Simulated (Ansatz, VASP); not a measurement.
# AgGeW (AgGeW in the AlB2 type) in two plane-wave programs, part 2 of 2

Wanted: the spread between two codes on one cell, functional and k mesh. The cell is generated by rule, not measured, and may not be a known phase. The cell is taken from a series of runs on this material, whose earlier steps may have relaxed, scaled, displaced or heated it; both programs get it as it stands.

VASP 6.6.1 and Ansatz 0.2.0.

So far: Set-up; Ansatz: relaxation of cell and atoms, PBE, pair 1; VASP: relaxation of cell and atoms, PBE, pair 1; Comparison.

The structure was built from a prototype and need not be the compound's stable phase.

## Step 5: Ansatz: relaxation of cell and atoms, PBE, pair 2

Level of this step: Ansatz beside VASP: Kohn-Sham DFT, plane waves, PBE (Ansatz).

The relaxed volume is the usual yardstick between codes: in a stiff, nearly cubic crystal its relative difference is about their pressure difference at one cell divided by the bulk modulus.

The cell is taken from a series of runs on this material, whose earlier steps may have relaxed, scaled, displaced or heated it; both programs get it as it stands.

Contents of input.yaml:

```yaml
crystal:
  lattice:
    - [4.533034934, 0.0, 0.0]
    - [-2.266517467, 3.9257234091, 0.0]
    - [0.0, 0.0, 2.7410320124]
  atoms:
    - { symbol: W, position: [0.0, 0.0, 0.0] }
    - { symbol: Ge, position: [0.3333333333, 0.6666666667, 0.5] }
    - { symbol: Ag, position: [0.6666666667, 0.3333333333, 0.5] }
kpoints:
  mp_grid: { grid: [9, 9, 9] }
hamiltonian:
  xc: pbe
  pseudopotentials: { kind: paw, azcp: { folder: soft_1 } }
scf:
  occupations: { method: methfessel_paxton, width: 0.2 }
output:
  forces: true
  stress: true
  eigenvalues: true
relax:
  adjacent_minimum: "off"
  f_tol: 0.001
  max_steps: 60
  cell: { stress_tol: 0.01 }
```

Started as:

```console
$ ansatz run input.yaml --threads 4 --pin off --max-ram 12288MiB --backend cpu --events-out ev --progress --plain --runs-dir out
```

Numbers of over 12 decimals in the logs are rounded to 6 here.

The log of the run:

```text
[...]
Crystal: 3 atoms, lattice volume = 48.778 Å³
Basis set: ecut = 420 eV, 951 PW (Γ), exchange–correlation on 64×64×40 points (8 copies of the dense FFT grid, shifted against one another)
Bands: 29, of which v1, the nominal top of the filled ones, is band 24 counted from 1 (23 counted from 0)
Symmetry: 12 space group operations
[...]
k-points: 60 of 729 (time reversal used)
[...]
--- Relaxed structure (4 steps of the walk, 4 accepted, 1 SCFs on fresh bases) ---
[...]
cell:  # Å, volume = 48.7947 Å³
    - [4.538662, 0, 0]
    - [-2.269331, 3.930596, 0]
    - [0, 0, 2.735182]
  atoms:
    - { symbol: W, position: [0, 0, 0] }
    - { symbol: Ge, position: [0.333333, 0.666667, 0.500000] }
    - { symbol: Ag, position: [0.666667, 0.333333, 0.500000] }
[key lines of the parts left out:]
SCF converged after 5 iterations
Free energy (F): -22269.619193 eV
Fermi energy:    18.160222 eV
P = ⅓ Tr σ = -0.0002 GPa (-0.002 kbar)
```

## Step 6: VASP: relaxation of cell and atoms, PBE, pair 2

The same cell, functional, mesh and smearing now go to VASP, with its own data sets.

Contents of INCAR:

```
SYSTEM = AgGeW
PREC = Accurate
ENCUT = 600
EDIFF = 1E-07
NELM = 120
ISMEAR = 1
SIGMA = 0.2
LREAL = .FALSE.
ALGO = Normal
GGA = PE
NBANDS = 21
LASPH = .TRUE.
LORBIT = 11
LWAVE = .FALSE.
LCHARG = .FALSE.
ISIF = 3
IBRION = 2
NSW = 80
EDIFFG = -0.005
GGA_COMPAT = .FALSE.
NELMIN = 4
KPAR = 2
```

Contents of POSCAR:

```
AgGeW
1.0
    4.5330350000      0.0000000000      0.0000000000
   -2.2665170000      3.9257230000      0.0000000000
    0.0000000000      0.0000000000      2.7410320000
W Ge Ag
1 1 1
Direct
    0.0000000000      0.0000000000      0.0000000000
    0.3333333023      0.6666667516      0.5000000000
    0.6666664771      0.3333332484      0.5000000000
```

Contents of KPOINTS:

```
Automatic mesh
0
Gamma
9 9 9
0 0 0
```

The projector-augmented-wave data sets are W, Ge_d and Ag (PBE family, release 64).

Started as:

```console
$ mpirun -np 2 vasp_std
```

The log of the run:

```text
[... set-up lines as in an earlier step ...]
 entering main loop
       N       E                     dE             d eps       ncg     rms          rms(c)
DAV:   1     0.246204543203E+03    0.24620E+03   -0.16138E+04  3013   0.340E+03
DAV:   2     0.114284484321E+02   -0.23478E+03   -0.22363E+03  2620   0.754E+02
DAV:   3    -0.185708803572E+02   -0.29999E+02   -0.28977E+02  2863   0.148E+02
DAV:   4    -0.196638700199E+02   -0.10930E+01   -0.10838E+01  2985   0.305E+01
[...]
DAV:  13    -0.183302506996E+02   -0.71402E-06   -0.19088E-06  2938   0.166E-02    0.325E-03
DAV:  14    -0.183302510158E+02   -0.31615E-06   -0.39260E-07  2673   0.985E-03    0.549E-04
DAV:  15    -0.183302509722E+02    0.43609E-07   -0.32508E-08  1425   0.172E-03
   1 F= -.18330251E+02 E0= -.18330206E+02  d E =-.183303E+02
[... from here on, the cycles between the ionic steps are left out ...]
   2 F= -.18329458E+02 E0= -.18329501E+02  d E =0.792792E-03
   3 F= -.18331360E+02 E0= -.18331355E+02  d E =-.110932E-02
   4 F= -.18331360E+02 E0= -.18331355E+02  d E =-.110890E-02
   5 F= -.18331453E+02 E0= -.18331502E+02  d E =-.932637E-04
   6 F= -.18331454E+02 E0= -.18331499E+02  d E =-.942557E-04
   7 F= -.18331454E+02 E0= -.18331500E+02  d E =-.942540E-04
   8 F= -.18331454E+02 E0= -.18331496E+02  d E =0.619150E-06
 trial-energy change:    0.000001  1 .order   -0.000000   -0.000006    0.000005
 step:   0.3521(harm=  0.4683)  dis= 0.00000  next Energy=   -18.331455 (dE=-0.110E-05)
 reached required accuracy - stopping structural energy minimisation
```

Parts of OUTCAR (step 6):

```text
  Total       -0.0065499     -0.0065499     -0.0148016     -0.0000000      0.0000000      0.0000000
  in kB       -0.2161588     -0.2161588     -0.4884847     -0.0000000      0.0000000      0.0000000
  external PRESSURE =      -0.3069341 kB  Pullay stress =       0.0000000 kB

 POSITION                                       TOTAL-FORCE (eV/Angst)
 -----------------------------------------------------------------------------------
     -0.00000      0.00000      0.00000        -0.000000      0.000000      0.000000
      0.00000      2.61676      1.36445        -0.000000      0.000000     -0.000000
      2.26618      1.30838      1.36445         0.000000     -0.000000     -0.000000
 -----------------------------------------------------------------------------------
    total drift:                                0.000338     -0.000085      0.000000

  FREE ENERGIE OF THE ION-ELECTRON SYSTEM (eV)
  ---------------------------------------------------
  free  energy   TOTEN  =       -18.3314535113 eV

  energy  without entropy=      -18.3315798021  energy(sigma->0) =      -18.33149561

[... 1 part as in an earlier step ...]

[... 3 further parts left out ...]
[key lines of the parts left out:]
E-fermi :   8.7168
```

## Step 7: Differences

What differs besides the data sets and the points named for the pairs above, as far as they apply: the data sets hold 47 valence electrons in Ansatz (on its PAW soft_1 files) and 31 in VASP. Total energies have different zeros and are not compared.

The two programs side by side:

| quantity | Ansatz | VASP | difference |
| --- | --- | --- | --- |
| volume (Å³) | 48.79 | 48.55 | +0.51 % |
| edge a after relaxation, in the typed setting (Å) | 4.539 | 4.532 | +0.14 % |
| edge c after relaxation, in the typed setting (Å) | 2.735 | 2.729 | +0.23 % |

## Step 8: Ansatz: zone-centre phonons, PBE

Second derivatives magnify differences that forces hide, and they need a tight electronic threshold.

The cell is taken from a series of runs on this material, whose earlier steps may have relaxed, scaled, displaced or heated it; both programs get it as it stands.

Contents of input.yaml:

```yaml
crystal:
  lattice:
    - [4.5386618339, 0.0, 0.0]
    - [-2.2693309169, 3.9305964473, 0.0]
    - [0.0, 0.0, 2.7351822485]
  atoms:
    - { symbol: W, position: [0.0, 0.0, 0.0] }
    - { symbol: Ge, position: [0.3333333333, 0.6666666667, 0.5] }
    - { symbol: Ag, position: [0.6666666667, 0.3333333333, 0.5] }
kpoints:
  mp_grid: { grid: [4, 4, 6] }
hamiltonian:
  xc: pbe
  pseudopotentials: { kind: paw, azcp: { folder: soft_1 } }
scf:
  occupations: { method: methfessel_paxton, width: 0.2 }
output:
  eigenvalues: true
phonons:
  method: dfpt
  qmesh: [2, 2, 2]
  temperatures: { t_max: 1000, t_step: 50 }
  qpath:
    path:
      - [[0.0, 0.0, 0.0], [0.5, 0.0, 0.0], [0.33333333, 0.33333333, 0.0], [0.0, 0.0, 0.0], [0.0, 0.0, 0.5], [0.5, 0.0, 0.5], [0.33333333, 0.33333333, 0.5], [0.0, 0.0, 0.5]]
      - [[0.5, 0.0, 0.5], [0.5, 0.0, 0.0]]
      - [[0.33333333, 0.33333333, 0.5], [0.33333333, 0.33333333, 0.0]]
    npoints: 10
```

Started as:

```console
$ ansatz run input.yaml --threads 4 --pin off --max-ram 12288MiB --backend cpu --events-out ev --progress --plain --runs-dir out
```

The log of the run:

```text
[...]
Crystal: 3 atoms, lattice volume = 48.795 Å³
Basis set: ecut = 420 eV, 951 PW (Γ), exchange–correlation on 64×64×40 points (8 copies of the dense FFT grid, shifted against one another)
Bands: 29, of which v1, the nominal top of the filled ones, is band 24 counted from 1 (23 counted from 0)
Symmetry: 12 space group operations
k-points: 16 of 96 (time reversal used)
[...]
largest difference from the sums on the solved wave vectors: F 7.28e-2 eV, S 1.18e-4 and C_V 4.56e-5 eV/K
  zero-point energy: 0.062762 eV/cell   skipped modes (ω ≤ 0): 85, of them read as no rigid motion or as one in doubt: 82 (2.200e-1 modes/cell left out, lowest -29.06 cm⁻¹)   left out of the sums: 2.45e-2 of the cell's modes: C_V's classical limit lies that fraction below 3 k_B per atom; for a crystal, a wire or a layer, F and S can be off by more, and a phonons.interpolated_qmesh denser along its periods is the remedy for the sampling
[key lines of the parts left out:]
SCF converged after 10 iterations
Free energy (F): -22269.610885 eV
Fermi energy:    18.149277 eV
```

## Step 9: VASP: zone-centre phonons, PBE

The same cell, functional, mesh and smearing now go to VASP, with its own data sets.

Contents of INCAR:

```
SYSTEM = AgGeW
PREC = Accurate
ENCUT = 600
EDIFF = 1E-08
NELM = 120
ISMEAR = 1
SIGMA = 0.2
LREAL = .FALSE.
ALGO = Normal
GGA = PE
NBANDS = 21
LASPH = .TRUE.
LORBIT = 11
LWAVE = .FALSE.
LCHARG = .FALSE.
ISIF = 2
IBRION = 8
GGA_COMPAT = .FALSE.
KPAR = 2
```

Contents of POSCAR:

```
AgGeW
1.0
    4.5386618339      0.0000000000      0.0000000000
   -2.2693309169      3.9305964473      0.0000000000
    0.0000000000      0.0000000000      2.7351822485
W Ge Ag
1 1 1
Direct
    0.0000000000      0.0000000000      0.0000000000
    0.3333333333      0.6666666667      0.5000000000
    0.6666666667      0.3333333333      0.5000000000
```

Contents of KPOINTS:

```
Automatic mesh
0
Gamma
4 4 6
0 0 0
```

Started as:

```console
$ mpirun -np 2 vasp_std
```

The log of the run:

```text
[... set-up lines as in an earlier step ...]
 entering main loop
       N       E                     dE             d eps       ncg     rms          rms(c)
DAV:   1     0.243379708737E+03    0.24338E+03   -0.16088E+04   817   0.344E+03
DAV:   2     0.106307899618E+02   -0.23275E+03   -0.22152E+03   682   0.743E+02
DAV:   3    -0.186253189416E+02   -0.29256E+02   -0.28294E+02   757   0.147E+02
DAV:   4    -0.196649304921E+02   -0.10396E+01   -0.10315E+01   792   0.299E+01
[...]
DAV:  16    -0.183211379668E+02    0.31936E-07   -0.24956E-09   391   0.475E-04    0.908E-05
DAV:  17    -0.183211379566E+02    0.10273E-07   -0.52857E-10   366   0.237E-04    0.414E-05
DAV:  18    -0.183211379525E+02    0.40518E-08   -0.18645E-10   361   0.143E-04
   1 F= -.18321138E+02 E0= -.18323114E+02  d E =0.592953E-02
 Linear response reoptimize wavefunctions to high precision
DAV:   1    -0.183211379535E+02   -0.10027E-08   -0.55035E-11   366   0.950E-05
DAV:   2    -0.183211379534E+02    0.73214E-10   -0.19290E-11   366   0.342E-05
 Linear response DOF=           6
 Linear response progress:
[...]
RMM:  10    -0.304320933582E+00    0.45142E-06    0.16433E-07  3553   0.498E-05    0.899E-06
RMM:  11    -0.304320913894E+00    0.19689E-07   -0.17898E-08  3438   0.201E-05    0.317E-06
RMM:  12    -0.304320906383E+00    0.75109E-08   -0.29425E-08  3192   0.104E-05    0.148E-06
 first order change of Fermi-energy   0.10149E-03
 force on displaced ion       3 direction 1 :  -7.934   0.002   0.000
 Linear response progress:
  Degree of freedom:   6/  6
       N       E                     dE             d eps       ncg     rms          rms(c)
RMM:   1    -0.286309330600E+00   -0.28631E+00   -0.20089E-01  1458   0.280E+00
RMM:   2    -0.284557607513E+00    0.17517E-02   -0.30907E-03  1366   0.362E-01    0.103E-01
RMM:   3    -0.284005013363E+00    0.55259E-03   -0.29180E-04  1397   0.898E-02    0.545E-02
RMM:   4    -0.283694048015E+00    0.31097E-03   -0.42331E-04  1484   0.955E-02    0.101E-02
[...]
RMM:  11    -0.283584507155E+00   -0.24084E-07    0.51428E-09  1476   0.144E-05    0.246E-06
RMM:  12    -0.283584539107E+00   -0.31952E-07    0.41160E-09  1147   0.913E-06    0.849E-07
RMM:  13    -0.283584541306E+00   -0.21997E-08    0.24948E-09  1044   0.851E-06    0.119E-07
 first order change of Fermi-energy   0.26900E-03
 force on displaced ion       3 direction 3 :  -0.000   0.000  -2.596
 Linear response finished
```

From OUTCAR (step 9):

```text
  Total       -0.2068824     -0.2068824     -0.3597876     -0.0000000     -0.0000000      0.0000000
  in kB       -6.7929978     -6.7929978    -11.8136522     -0.0000000     -0.0000000      0.0000000
  external PRESSURE =      -8.4665492 kB  Pullay stress =       0.0000000 kB

 POSITION                                       TOTAL-FORCE (eV/Angst)
 -----------------------------------------------------------------------------------
      0.00000      0.00000      0.00000         0.000000      0.000000      0.000000
     -0.00000      2.62040      1.36759         0.000000     -0.000000      0.000000
      2.26933      1.31020      1.36759        -0.000000     -0.000000      0.000000
 -----------------------------------------------------------------------------------
    total drift:                                0.000002     -0.000001     -0.000000

[... 2 further parts left out ...]
```

## Step 10: Differences

What differs besides the data sets and the points named for the pairs above, as far as they apply: VASP's run holds the zone centre alone; the data sets hold 47 valence electrons in Ansatz (on its PAW soft_1 files) and 31 in VASP. Total energies have different zeros and are not compared.

Compared:

| quantity | Ansatz | VASP | difference |
| --- | --- | --- | --- |
| optical mode 1 (cm⁻¹) | 13.5 | 17.6 | -4.1 |
| optical mode 2 (cm⁻¹) | 105.6 | 104.7 | +0.85 % |
| optical mode 3 to 4 (cm⁻¹) | 120.0 | 118.7 | +1.09 % |
| optical mode 5 to 6 (cm⁻¹) | 187.5 | 187.9 | -0.20 % |

Modes are paired by rising frequency, not by their patterns, so a pair may set unlike modes beside each other; they are those without the splitting of longitudinal modes.

## Step 11: Outcome

* difference in volume (relaxation of cell and atoms, PBE, pair 1): 0.51 %
* difference in volume (relaxation of cell and atoms, PBE, pair 2): 0.51 %
* r.m.s. difference of the optical zone-centre modes, each program's sorted by frequency (zone-centre phonons, PBE): 1.9 cm⁻¹
* difference in optical mode 3 to 4 (zone-centre phonons, PBE): +1.1 %

In words: The difference in volume is 0.51 % (relaxation of cell and atoms, PBE, pair 1), within the 1.2 % picked in this series as the mark of a large difference, as far as the stopping tolerances let one tell. The data sets hold unlike numbers of valence electrons (47 in Ansatz and 31 in VASP), so part of the differences comes from the potentials. Among the rows given in per cent, the largest difference of the zone-centre phonons, PBE pair is in optical mode 3 to 4, +1.1 %. 1 further run of this series is not shown here. Such differences can come from data sets, numerical settings and the points named under the comparisons, not from the functional's error against experiment.

[Lines on the potential files, build, host, timing and source positions are cut from VASP's logs without a mark.]

[Logs are printed without paths, hosts, clocks, repeated set-up lines and the standing remarks that a program may print on its own settings, such as how far it seeks lower states.]

[Hosts, paths, dates, database ids (printed as entryN), source tags and the programs' standing remarks are cut or masked in the printed files.]
